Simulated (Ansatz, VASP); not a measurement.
# Al2O3 (Corundum): VASP beside Ansatz, part 2 of 3

One calculation is typed for both programs; each brings its own data sets. How far apart do they land? The cell is taken from a series of runs on this material, whose earlier steps may have relaxed, scaled, displaced or heated it; both programs get it as it stands.

VASP 6.6.1 and Ansatz 0.2.0.

So far: Set-up; VASP: zone-centre phonons, LDA.

## (2) VASP: zone-centre phonons, LDA (continued)

Level of this step: LDA; plane waves and PAW (Al, O) (VASP).

From OUTCAR (step 2):

```text
ion  position               nearest neighbor table
   1  0.352  0.352  0.352-  10 1.83   8 1.83   9 1.83   6 1.94   5 1.94   7 1.94   2 2.61   3 2.76
                             3 2.76   3 2.76   2 3.18   2 3.18   2 3.18
   2  0.148  0.148  0.148-   9 1.83   8 1.83  10 1.83   7 1.94   5 1.94   6 1.94   1 2.61   4 2.76
                             4 2.76   4 2.76   1 3.18   1 3.18   1 3.18
   3  0.648  0.648  0.648-   7 1.83   5 1.83   6 1.83   9 1.94   8 1.94  10 1.94   4 2.61   1 2.76
                             1 2.76   1 2.76   4 3.18   4 3.18   4 3.18
   4  0.852  0.852  0.852-   6 1.83   5 1.83   7 1.83  10 1.94   8 1.94   9 1.94   3 2.61   2 2.76
                             2 2.76   2 2.76   3 3.18   3 3.18   3 3.18
   5  0.556  0.944  0.250-   3 1.83   4 1.83   1 1.94   2 1.94
   6  0.250  0.556  0.944-   4 1.83   3 1.83   1 1.94   2 1.94
   7  0.944  0.250  0.556-   3 1.83   4 1.83   2 1.94   1 1.94
   8  0.444  0.056  0.750-   1 1.83   2 1.83   3 1.94   4 1.94
   9  0.750  0.444  0.056-   2 1.83   1 1.83   3 1.94   4 1.94
  10  0.056  0.750  0.444-   1 1.83   2 1.83   4 1.94   3 1.94

  LATTYP: Found a trigonal (rhomboedric) cell.
 ALAT       =     5.0640607013
 COS(alpha) =     0.5682482298

 Subroutine GETGRP returns: Found 12 space group operations
 (whereof  6 operations were pure point group operations)

The static configuration has the point symmetry S_6 .
 The point group associated with its full space group is D_3d.

 Found     32 irreducible k-points:

   k-points           NKPTS =     32   k-points in BZ     NKDIM =     32   number of bands    NBANDS=     34

   dimension x,y,z NGX =    40 NGY =   40 NGZ =   40
   dimension x,y,z NGXF=    80 NGYF=   80 NGZF=   80

   ENCUT  =  600.0 eV  44.10 Ry    6.64 a.u.  10.11 10.11 10.11*2*pi/ulx,y,z

   NELECT =      48.0000    total number of electrons

 k-points in reciprocal lattice and weights: Automatic mesh
   0.00000000  0.00000000  0.00000000       0.005
   0.16666667  0.00000000  0.00000000       0.028
   0.33333333  0.00000000 -0.00000000       0.028
   0.50000000  0.00000000  0.00000000       0.014
   0.16666667  0.16666667  0.00000000       0.028
   0.33333333  0.16666667  0.00000000       0.056
   0.50000000  0.16666667 -0.00000000       0.056
  -0.33333333  0.16666667  0.00000000       0.056
  -0.16666667  0.16666667  0.00000000       0.028
[...]
-0.33333333  0.50000000  0.33333333       0.028
   0.50000000  0.50000000  0.50000000       0.005

 average (electrostatic) potential at core
       1 -69.1599       2 -69.1599       3 -69.1599       4 -69.1599       5 -67.8313
       6 -67.8313       7 -67.8313       8 -67.8313       9 -67.8313      10 -67.8313

   2 f  =   23.297895 THz   146.384991 2PiTHz  777.134125 cm-1    96.352308 meV
             X         Y         Z           dx          dy          dz
      0.000000 -0.000000  4.512292     0.101841   -0.089260   -0.000000
      0.000000 -0.000000  1.898042    -0.101839   -0.089262   -0.000000
      0.000000 -0.000000  8.308375    -0.101841    0.089260    0.000000
      0.000000 -0.000000 10.922625     0.101839    0.089262    0.000000
     -0.912942  1.358440  7.478722    -0.000002   -0.404597    0.337838
     -0.719972 -1.469850  7.478722    -0.251492    0.031006   -0.168916
      1.632914  0.111411  7.478722     0.251497    0.031002   -0.168922
      0.912942 -1.358440  5.341945     0.000002    0.404597   -0.337838
      0.719972  1.469850  5.341945     0.251492   -0.031006    0.168916
     -1.632914 -0.111411  5.341945    -0.251497   -0.031002    0.168922

   3 f  =   23.119479 THz   145.263972 2PiTHz  771.182817 cm-1    95.614440 meV
             X         Y         Z           dx          dy          dz
      0.000000 -0.000000  4.512292     0.000000   -0.000000    0.064256
      0.000000 -0.000000  1.898042    -0.000000   -0.000000    0.064256
      0.000000 -0.000000  8.308375    -0.000000    0.000000   -0.064256
      0.000000 -0.000000 10.922625     0.000000    0.000000   -0.064256
     -0.912942  1.358440  7.478722    -0.000000   -0.235378    0.329411
     -0.719972 -1.469850  7.478722     0.203843    0.117689    0.329411
      1.632914  0.111411  7.478722    -0.203843    0.117689    0.329411
      0.912942 -1.358440  5.341945     0.000000    0.235378   -0.329411
      0.719972  1.469850  5.341945    -0.203843   -0.117689   -0.329411
     -1.632914 -0.111411  5.341945     0.203843   -0.117689   -0.329411

   4 f  =   21.167912 THz   133.001916 2PiTHz  706.085551 cm-1    87.543412 meV
             X         Y         Z           dx          dy          dz
      0.000000 -0.000000  4.512292     0.000000    0.000000    0.174944
      0.000000 -0.000000  1.898042     0.000000   -0.000000   -0.174944
      0.000000 -0.000000  8.308375     0.000000    0.000000    0.174944
      0.000000 -0.000000 10.922625     0.000000   -0.000000   -0.174944
     -0.912942  1.358440  7.478722    -0.382444    0.000000    0.000000
     -0.719972 -1.469850  7.478722     0.191222   -0.331206   -0.000000
      1.632914  0.111411  7.478722     0.191222    0.331206    0.000000
      0.912942 -1.358440  5.341945    -0.382444    0.000000   -0.000000
      0.719972  1.469850  5.341945     0.191222   -0.331206   -0.000000
     -1.632914 -0.111411  5.341945     0.191222    0.331206    0.000000

   5 f  =   19.912745 THz   125.115465 2PiTHz  664.217669 cm-1    82.352458 meV
             X         Y         Z           dx          dy          dz
      0.000000 -0.000000  4.512292    -0.000000   -0.000000    0.119891
      0.000000 -0.000000  1.898042    -0.000000    0.000000   -0.119891
      0.000000 -0.000000  8.308375     0.000000    0.000000   -0.119891
      0.000000 -0.000000 10.922625     0.000000   -0.000000    0.119891
     -0.912942  1.358440  7.478722     0.396338   -0.000000    0.000000
     -0.719972 -1.469850  7.478722    -0.198169    0.343239   -0.000000
      1.632914  0.111411  7.478722    -0.198169   -0.343239    0.000000
      0.912942 -1.358440  5.341945    -0.396338   -0.000000    0.000000
      0.719972  1.469850  5.341945     0.198169   -0.343239    0.000000
     -1.632914 -0.111411  5.341945     0.198169    0.343239   -0.000000

   6 f  =   19.597695 THz   123.135950 2PiTHz  653.708742 cm-1    81.049518 meV
             X         Y         Z           dx          dy          dz
      0.000000 -0.000000  4.512292     0.117973    0.123442   -0.000000
      0.000000 -0.000000  1.898042     0.117979   -0.123436    0.000000
      0.000000 -0.000000  8.308375     0.117973    0.123442   -0.000000
      0.000000 -0.000000 10.922625     0.117979   -0.123436    0.000000
     -0.912942  1.358440  7.478722     0.261895   -0.000013    0.000003
     -0.719972 -1.469850  7.478722    -0.283940   -0.315131   -0.081390
      1.632914  0.111411  7.478722    -0.283922    0.315135    0.081387
      0.912942 -1.358440  5.341945     0.261895   -0.000013    0.000003
      0.719972  1.469850  5.341945    -0.283940   -0.315131   -0.081390
     -1.632914 -0.111411  5.341945    -0.283922    0.315135    0.081387

   7 f  =   19.597695 THz   123.135950 2PiTHz  653.708742 cm-1    81.049518 meV
             X         Y         Z           dx          dy          dz
      0.000000 -0.000000  4.512292    -0.123442    0.117973   -0.000000
      0.000000 -0.000000  1.898042     0.123436    0.117979   -0.000000
      0.000000 -0.000000  8.308375    -0.123442    0.117973   -0.000000
      0.000000 -0.000000 10.922625     0.123436    0.117979   -0.000000
     -0.912942  1.358440  7.478722    -0.000007   -0.465873    0.093979
     -0.719972 -1.469850  7.478722    -0.315125    0.079962   -0.046987
      1.632914  0.111411  7.478722     0.315141    0.079945   -0.046992
      0.912942 -1.358440  5.341945    -0.000007   -0.465873    0.093979
      0.719972  1.469850  5.341945    -0.315125    0.079962   -0.046987
     -1.632914 -0.111411  5.341945     0.315141    0.079945   -0.046992

   8 f  =   18.424854 THz   115.766775 2PiTHz  614.586990 cm-1    76.199041 meV
             X         Y         Z           dx          dy          dz
      0.000000 -0.000000  4.512292    -0.000000   -0.000000    0.468396
      0.000000 -0.000000  1.898042    -0.000000    0.000000   -0.468396
      0.000000 -0.000000  8.308375    -0.000000   -0.000000    0.468396
      0.000000 -0.000000 10.922625    -0.000000    0.000000   -0.468396
     -0.912942  1.358440  7.478722     0.142841   -0.000000    0.000000
     -0.719972 -1.469850  7.478722    -0.071420    0.123704    0.000000
      1.632914  0.111411  7.478722    -0.071420   -0.123704   -0.000000
      0.912942 -1.358440  5.341945     0.142841   -0.000000    0.000000
      0.719972  1.469850  5.341945    -0.071420    0.123704    0.000000
     -1.632914 -0.111411  5.341945    -0.071420   -0.123704   -0.000000

   9 f  =   18.408443 THz   115.663658 2PiTHz  614.039559 cm-1    76.131168 meV
             X         Y         Z           dx          dy          dz
      0.000000 -0.000000  4.512292    -0.000000    0.000000    0.196047
      0.000000 -0.000000  1.898042     0.000000    0.000000    0.196047
      0.000000 -0.000000  8.308375    -0.000000    0.000000    0.196047
      0.000000 -0.000000 10.922625     0.000000    0.000000    0.196047
     -0.912942  1.358440  7.478722     0.000000    0.335005   -0.169751
     -0.719972 -1.469850  7.478722    -0.290123   -0.167503   -0.169751
      1.632914  0.111411  7.478722     0.290123   -0.167503   -0.169751
      0.912942 -1.358440  5.341945     0.000000    0.335005   -0.169751
      0.719972  1.469850  5.341945    -0.290123   -0.167503   -0.169751
     -1.632914 -0.111411  5.341945     0.290123   -0.167503   -0.169751
    [... 271 further lines ...]
      0.719972  1.469850  5.341945    -0.229018    0.161066   -0.000015
     -1.632914 -0.111411  5.341945    -0.229152    0.161257    0.000035

 MACROSCOPIC STATIC DIELECTRIC TENSOR IONIC CONTRIBUTION
 ------------------------------------------------------
           5.569720    -0.000000     0.000000
          -0.000000     5.569720     0.000000
           0.000000     0.000000     7.378550
 ------------------------------------------------------

 ELASTIC MODULI CONTR FROM IONIC RELAXATION (kBar)
 Direction    XX          YY          ZZ          XY          YZ          ZX
 --------------------------------------------------------------------------------
 XX        -449.2599    194.4032    169.3377      0.0000    109.9729     -0.0000
 YY         194.4032   -449.2599    169.3377     -0.0000   -109.9729     -0.0000
 ZZ         169.3377    169.3377   -255.7924     -0.0000     -0.0000      0.0000
 XY           0.0000     -0.0000     -0.0000   -321.8429     -0.0000    108.1170
 YZ         109.9729   -109.9729     -0.0000     -0.0000   -167.6842     -0.0000
 ZX          -0.0000     -0.0000      0.0000    108.1170     -0.0000   -165.8395
 --------------------------------------------------------------------------------

 PIEZOELECTRIC TENSOR IONIC CONTR  for field in x, y, z        (C/m^2)
          XX          YY          ZZ          XY          YZ          ZX
  --------------------------------------------------------------------------------
  x     0.00000    -0.00000    -0.00000     0.00000    -0.00000     0.00000
  y     0.00000    -0.00000    -0.00000    -0.00000     0.00000    -0.00000
  z    -0.00000     0.00000    -0.00000    -0.00000     0.00000     0.00000
```

(Part 2 of 3 ends here.)

[Lines on the potential files, build, host, timing and source positions are cut from VASP's logs without a mark.]

[Logs are printed without paths, hosts, clocks, repeated set-up lines and the standing remarks that a program may print on its own settings, such as how far it seeks lower states.]

[Hosts, paths, dates, database ids (printed as entryN), source tags and the programs' standing remarks are cut or masked in the printed files.]
